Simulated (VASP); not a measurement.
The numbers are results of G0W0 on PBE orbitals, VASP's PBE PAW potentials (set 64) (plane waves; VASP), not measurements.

Input for VASP

### INCAR
```
ALGO  =  EVGW0
ENCUT  =  500
ENCUTGW  =  150
GGA  =  PE
ISMEAR  =  0
LASPH  =  T
LCHARG  =  F
LREAL  =  F
LSPECTRALGW  =  T
LWAVE  =  F
NBANDS  =  100
NBANDSGW  =  17
NELMGW  =  1
NOMEGA  =  64
PREC  =  Normal
SIGMA  =  0.01
SYSTEM  =  GaN
```

File POSCAR:
```
GaN
1
    0.0000000000     2.2600000000     2.2600000000
    2.2600000000     0.0000000000     2.2600000000
    2.2600000000     2.2600000000     0.0000000000
Ga N
1 1
Direct
  0.0000000000   0.0000000000   0.0000000000
  0.2500000000   0.2500000000   0.2500000000
```

KPOINTS:
```
Automatic mesh
0
Gamma
4 4 4
0 0 0
```

POTCAR, in this order: Ga_d_GW N_GW_new (PBE.64 set). Program: vasp_std. Read from the step before: WAVECAR, WAVEDER.

What VASP printed:

File OSZICAR:
```
energies w=
    0.000    0.000    0.555    0.000    1.109    0.000    1.661    0.000
    2.208    0.000    2.752    0.000    3.289    0.000    3.821    0.000
    4.345    0.000    4.863    0.000    5.374    0.000    5.877    0.000
    6.374    0.000    6.864    0.000    7.348    0.000    7.826    0.000
    8.299    0.000    8.768    0.000    9.233    0.000    9.696    0.000
   10.157    0.000   10.617    0.000   11.078    0.000   11.540    0.000
   12.004    0.000   12.472    0.000   12.945    0.000   13.425    0.000
   13.912    0.000   14.408    0.000   14.916    0.000   15.437    0.000
   15.973    0.000   16.526    0.000   17.099    0.000   17.695    0.000
   18.316    0.000   18.968    0.000   19.653    0.000   20.376    0.000
   21.144    0.000   21.962    0.000   22.838    0.000   23.781    0.000
   24.801    0.000   25.911    0.000   27.128    0.000   28.467    0.000
   29.955    0.000   31.619    0.000   33.495    0.000   35.632    0.000
   38.089    0.000   40.948    0.000   44.319    0.000   48.355    0.000
   53.276    0.000   59.406    0.000   67.250    0.000   77.635    0.000
   92.013    0.000  113.203    0.000  147.472    0.000  212.157    0.000
NQ=   1    0.0000    0.0000    0.0000,
 performed        132000 updates of chi_q(r,r)
NQ=   2    0.2500    0.0000    0.0000,
 performed        359000 updates of chi_q(r,r)
NQ=   3    0.5000    0.0000    0.0000,
 performed        559000 updates of chi_q(r,r)
NQ=   4    0.2500    0.2500    0.0000,
 performed        786000 updates of chi_q(r,r)
NQ=   5    0.5000    0.2500    0.0000,
 performed       1088000 updates of chi_q(r,r)
NQ=   6   -0.2500    0.2500    0.0000,
 performed       1362000 updates of chi_q(r,r)
NQ=   7    0.5000    0.5000    0.0000,
 performed       1541000 updates of chi_q(r,r)
NQ=   8   -0.2500    0.5000    0.2500,
 performed       1761000 updates of chi_q(r,r)
 resolving degeneracies of screened two electron integrals
```

OUTCAR:
```


 k-point   1 :       0.0000    0.0000    0.0000
  band No.  KS-energies  QP-energies   sigma(KS)   V_xc(KS)     V^pw_x(r,r')   Z            occupation Imag(sigma)

      1     -10.1832     -11.1453     -16.3288     -14.8377     -24.5368       0.6452       2.0000       1.0239
      2      -7.8425     -10.6384     -25.4100     -21.4956     -34.8235       0.7143       2.0000       0.2086
      3      -7.8425     -10.6384     -25.4100     -21.4956     -34.8235       0.7143       2.0000       0.2086
      4      -7.8425     -10.6384     -25.4100     -21.4956     -34.8235       0.7143       2.0000       0.2086
      5      -7.5369     -10.4293     -25.8253     -21.8058     -35.2006       0.7196       2.0000       0.1533
      6      -7.5369     -10.4293     -25.8253     -21.8058     -35.2006       0.7196       2.0000       0.1533
      7       5.6858       5.1530     -18.3989     -17.6852     -21.4827       0.7466       2.0000       0.0830
      8       5.6858       5.1530     -18.3989     -17.6852     -21.4827       0.7466       2.0000       0.0830
      9       5.6858       5.1530     -18.3989     -17.6852     -21.4827       0.7466       2.0000       0.0830
     10       7.3380       7.8546     -12.6591     -13.3306      -8.7496       0.7693       0.0000      -0.0691
     11      15.8857      16.4588     -10.6387     -11.3854      -5.3098       0.7676       0.0000      -0.1159
     12      15.8857      16.4588     -10.6387     -11.3854      -5.3098       0.7676       0.0000      -0.1159
     13      15.8857      16.4588     -10.6387     -11.3854      -5.3098       0.7676       0.0000      -0.1159
     14      23.1581      23.5944      -9.1377      -9.7242      -2.6890       0.7440       0.0000      -0.4667
     15      24.3703      24.4968      -9.4129      -9.5814      -2.9540       0.7507       0.0000      -0.6546
     16      24.3703      24.4968      -9.4129      -9.5814      -2.9540       0.7507       0.0000      -0.6546
     17      24.3703      24.4968      -9.4129      -9.5814      -2.9540       0.7507       0.0000      -0.6546

 k-point   2 :       0.2500    0.0000    0.0000
  band No.  KS-energies  QP-energies   sigma(KS)   V_xc(KS)     V^pw_x(r,r')   Z            occupation Imag(sigma)

      1      -9.6636     -10.8855     -18.0652     -16.2385     -26.4537       0.6689       2.0000       0.8886
      2      -7.7841     -10.5944     -25.4903     -21.5617     -34.9100       0.7153       2.0000       0.2050
      3      -7.7841     -10.5944     -25.4903     -21.5617     -34.9100       0.7153       2.0000       0.2050
      4      -7.5322     -10.4267     -25.8264     -21.8100     -35.2118       0.7207       2.0000       0.1558
      5      -7.5322     -10.4267     -25.8264     -21.8100     -35.2118       0.7207       2.0000       0.1558
      6      -7.4640      -9.9859     -23.9495     -20.4161     -32.9785       0.7137       2.0000       0.3114
      7       1.8278       1.0335     -16.1877     -15.0998     -19.8647       0.7301       2.0000       0.1276
      8       5.1684       4.5869     -17.9604     -17.1808     -21.0995       0.7458       2.0000       0.0862
      9       5.1684       4.5869     -17.9604     -17.1808     -21.0995       0.7458       2.0000       0.0862
     10       9.6784      10.2917     -12.8636     -13.6676      -8.5568       0.7628       0.0000      -0.0779
     11      14.3924      15.0460     -11.9151     -12.7849      -6.6460       0.7515       0.0000      -0.1162
     12      16.3432      16.9124     -10.8745     -11.6222      -5.4202       0.7613       0.0000      -0.1374
     13      16.3432      16.9124     -10.8745     -11.6222      -5.4202       0.7613       0.0000      -0.1374
     14      21.5856      21.7188      -8.9628      -9.1386      -2.8205       0.7575       0.0000      -0.4511
     15      22.3775      22.7259     -10.3411     -10.7962      -4.5054       0.7654       0.0000      -0.3593
     16      22.3775      22.7259     -10.3411     -10.7962      -4.5054       0.7654       0.0000      -0.3593
     17      28.1082      28.7036     -10.1737     -10.9475      -3.1211       0.7695       0.0000      -0.9406

 k-point   3 :       0.5000    0.0000    0.0000
  band No.  KS-energies  QP-energies   sigma(KS)   V_xc(KS)     V^pw_x(r,r')   Z            occupation Imag(sigma)

      1      -9.3345     -11.0083     -20.6249     -18.1775     -29.4234       0.6839       2.0000       0.6680
      2      -7.7589     -10.5795     -25.5104     -21.5695     -34.9143       0.7157       2.0000       0.1976
      3      -7.7589     -10.5795     -25.5104     -21.5695     -34.9143       0.7157       2.0000       0.1976
      4      -7.4913     -10.3878     -25.8992     -21.8811     -35.3176       0.7209       2.0000       0.1610
      5      -7.4913     -10.3878     -25.8992     -21.8811     -35.3176       0.7209       2.0000       0.1610
      6      -6.2575      -8.3376     -22.7946     -19.8724     -31.3506       0.7118       2.0000       0.4123
      7      -1.3202      -2.1847     -14.1576     -12.9395     -18.5635       0.7097       2.0000       0.2779
      8       4.7241       4.1057     -17.6423     -16.8116     -20.8541       0.7444       2.0000       0.0898
      9       4.7241       4.1057     -17.6423     -16.8116     -20.8541       0.7444       2.0000       0.0898
     10      10.2377      10.8496     -11.7399     -12.5305      -7.2066       0.7739       0.0000      -0.0797
     11      14.3609      15.0219     -13.1562     -14.0689      -7.5335       0.7242       0.0000      -0.1412
     12      15.9523      16.4376     -10.6965     -11.3295      -5.4253       0.7666       0.0000      -0.1309
     13      15.9523      16.4376     -10.6965     -11.3295      -5.4253       0.7666       0.0000      -0.1309
     14      21.2119      21.4949      -9.5827      -9.9607      -3.2531       0.7489       0.0000      -0.4058
     15      25.1405      25.6106     -11.3884     -12.0131      -4.3665       0.7525       0.0000      -0.7205
     16      25.1405      25.6106     -11.3884     -12.0131      -4.3665       0.7525       0.0000      -0.7205
     17      28.5805      29.3501     -11.1669     -12.1624      -4.2406       0.7731       0.0000      -1.0210

 k-point   4 :       0.2500    0.2500    0.0000
  band No.  KS-energies  QP-energies   sigma(KS)   V_xc(KS)     V^pw_x(r,r')   Z            occupation Imag(sigma)

      1      -9.5175     -10.8382     -18.7585     -16.7899     -27.2525       0.6709       2.0000       0.8348
      2      -7.7059     -10.5357     -25.6065     -21.6607     -35.0461       0.7172       2.0000       0.2025
      3      -7.7059     -10.5357     -25.6065     -21.6607     -35.0461       0.7172       2.0000       0.2025
      4      -7.6792     -10.4654     -25.1676     -21.2829     -34.4383       0.7172       2.0000       0.1995
      5      -7.4998     -10.3986     -25.8738     -21.8523     -35.2657       0.7208       2.0000       0.1537
      6      -7.3260      -9.8043     -23.7547     -20.2886     -32.6960       0.7150       2.0000       0.3177
      7       2.2446       1.4989     -16.7599     -15.7446     -20.3886       0.7345       2.0000       0.1171
      8       4.2077       3.5293     -17.1541     -16.2418     -20.4133       0.7436       2.0000       0.0942
      9       4.2077       3.5293     -17.1541     -16.2418     -20.4133       0.7436       2.0000       0.0942
     10      10.2105      10.7056     -12.6332     -13.2835      -8.3178       0.7613       0.0000      -0.0808
     11      12.9866      13.6929     -11.3122     -12.2275      -6.3670       0.7717       0.0000      -0.0915
     12      17.2294      17.4426     -10.0570     -10.3362      -4.7799       0.7635       0.0000      -0.1663
     13      17.5716      18.2355     -11.8227     -12.7164      -5.8680       0.7428       0.0000      -0.2005
     14      17.5716      18.2355     -11.8227     -12.7164      -5.8680       0.7428       0.0000      -0.2005
     15      26.7630      27.3570     -11.1560     -11.9274      -5.0700       0.7700       0.0000      -0.5406
     16      27.7315      28.3862     -10.6968     -11.5562      -3.7120       0.7618       0.0000      -0.9779
     17      28.4056      28.6884      -9.6134      -9.9779      -2.9600       0.7760       0.0000      -0.9066

 k-point   5 :       0.5000    0.2500    0.0000
  band No.  KS-energies  QP-energies   sigma(KS)   V_xc(KS)     V^pw_x(r,r')   Z            occupation Imag(sigma)

      1      -9.2389     -11.0080     -21.1607     -18.5930     -30.0478       0.6890       2.0000       0.6269
      2      -7.7309     -10.5541     -25.4463     -21.5088     -34.8157       0.7170       2.0000       0.1946
      3      -7.6508     -10.4974     -25.6814     -21.7194     -35.1193       0.7185       2.0000       0.1943
      4      -7.6010     -10.4721     -25.6780     -21.6859     -35.0672       0.7192       2.0000       0.1726
      5      -7.4851     -10.3856     -25.9017     -21.8821     -35.3158       0.7216       2.0000       0.1586
      6      -6.0893      -8.0663     -22.3102     -19.5485     -30.7213       0.7158       2.0000       0.4370
      7      -0.2448      -1.0843     -15.0549     -13.8797     -19.2447       0.7144       2.0000       0.2023
      8       2.5907       1.8060     -15.9582     -14.8936     -19.3891       0.7370       2.0000       0.1120
      9       3.7913       3.0871     -16.8842     -15.9351     -20.2127       0.7419       2.0000       0.0983
     10      11.0138      11.3842     -11.2047     -11.6846      -6.6917       0.7717       0.0000      -0.0849
     11      13.2706      14.1484     -13.3284     -14.5043      -8.2470       0.7465       0.0000      -0.1038
     12      15.9652      16.5138     -11.8031     -12.5376      -6.2775       0.7468       0.0000      -0.1520
     13      17.7709      18.3877     -11.7615     -12.5954      -5.7933       0.7396       0.0000      -0.2171
     14      19.9017      20.3694     -11.2324     -11.8673      -4.8946       0.7367       0.0000      -0.3349
     15      26.6231      27.1246     -11.2139     -11.8712      -4.4026       0.7632       0.0000      -0.7638
     16      27.1334      27.5882     -10.1354     -10.7280      -3.3763       0.7674       0.0000      -0.8483
     17      28.9321      29.5999     -11.0617     -11.9190      -4.2001       0.7790       0.0000      -0.9809

 k-point   6 :      -0.2500    0.2500    0.0000
  band No.  KS-energies  QP-energies   sigma(KS)   V_xc(KS)     V^pw_x(r,r')   Z            occupation Imag(sigma)

...
```
(Selected blocks of OUTCAR.)

The mesh is coarse and the basis finite, so the quasiparticle values are not converged.

The compound is GaN in the zinc blende structure, a metastable form; wurtzite is the usual one. The cell was not relaxed at this level. The k-mesh is coarse (spacing up to 0.60 per Å, 2π included), so the numbers may not be converged in it.
